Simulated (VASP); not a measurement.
Consider the following.

```
MgO
1.0
    0.00000     2.08010     2.08010
    2.08010     0.00000     2.08010
    2.08010     2.08010     0.00000
Mg O
1 1
Direct
  0.00000   0.00000   0.00000
  0.50000   0.50000   0.50000
```

Computed with PBE GGA, VASP's PBE PAW potentials (set 64) (plane waves; VASP). Run with 520 eV cut-off, 11×11×11 Γ-centred mesh, Gaussian smearing of 0.050 eV, potentials Mg O.

Question: Give the stress tensor in GPa (positive for a compressed cell).

Answer: 
```
10.71   0.00   0.00
 0.00  10.71   0.00
 0.00   0.00  10.71
```
The pressure is its mean diagonal, 10.71 GPa.

The compound is MgO in the rock salt structure. This cell is one point of a volume scan, at 0.94 of the reference volume.
